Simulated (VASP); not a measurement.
OSZICAR of a VASP run on FeAl (CsCl type):

**OSZICAR**
```
       N       E                     dE             d eps       ncg     rms          rms(c)
DAV:   1     0.242916282349E+02    0.24292E+02   -0.52629E+03  1536   0.128E+03
DAV:   2    -0.264439860530E+02   -0.50736E+02   -0.49016E+02  1538   0.193E+02
DAV:   3    -0.280937472318E+02   -0.16498E+01   -0.15836E+01  1732   0.486E+01
DAV:   4    -0.281314321435E+02   -0.37685E-01   -0.37571E-01  2056   0.633E+00
DAV:   5    -0.281319944217E+02   -0.56228E-03   -0.56226E-03  1852   0.683E-01    0.296E+01
DAV:   6    -0.309350266302E+02   -0.28030E+01   -0.21729E+02  1642   0.261E+02    0.314E+01
DAV:   7    -0.196707416542E+02    0.11264E+02   -0.78722E+01  1618   0.119E+02    0.817E+00
DAV:   8    -0.196866658415E+02   -0.15924E-01   -0.62719E-01  1797   0.944E+00    0.590E+00
DAV:   9    -0.197233393007E+02   -0.36673E-01   -0.44627E-02  2288   0.364E+00    0.256E+00
DAV:  10    -0.197357504418E+02   -0.12411E-01   -0.12474E-01  1681   0.619E+00    0.819E-01
DAV:  11    -0.197451114436E+02   -0.93610E-02   -0.13205E-01  1689   0.720E+00    0.681E-01
DAV:  12    -0.197345804738E+02    0.10531E-01   -0.22060E-02  1738   0.263E+00    0.273E-01
DAV:  13    -0.197322257581E+02    0.23547E-02   -0.84115E-03  1815   0.168E+00    0.132E-01
DAV:  14    -0.197322988484E+02   -0.73090E-04   -0.24126E-04  1588   0.274E-01    0.622E-02
DAV:  15    -0.197323136967E+02   -0.14848E-04   -0.19923E-05  1661   0.846E-02    0.293E-02
DAV:  16    -0.197323252075E+02   -0.11511E-04   -0.40801E-05  1748   0.131E-01    0.146E-02
DAV:  17    -0.197323203472E+02    0.48603E-05   -0.39391E-06  1740   0.297E-02    0.383E-03
DAV:  18    -0.197323202745E+02    0.72675E-07   -0.23957E-07   828   0.866E-03
   1 F= -.19732320E+02 E0= -.19732345E+02  d E =0.754113E-04
```

Question: Which electronic solver shows in the log?

Answer: It is blocked Davidson (ALGO = Normal, or the opening steps of other solvers). The INCAR had ALGO = Normal.

Question: How was spin treated?

Answer: Without spin polarisation: there is no mag entry.

Question: Can the final energy be trusted as converged?

Answer: The run converged. It stopped with EDIFF = 1E-7, NELM = 100 (MS2 meta-GGA, plane waves, VASP's PBE PAW potentials (set 64)).

The compound is FeAl in the CsCl type structure. This cell is one point of a volume scan, at 0.97 of the reference volume. The run is not spin-polarised, so no magnetic state was tried. The electron count is odd and the run is not spin-polarised, which forces a metal.
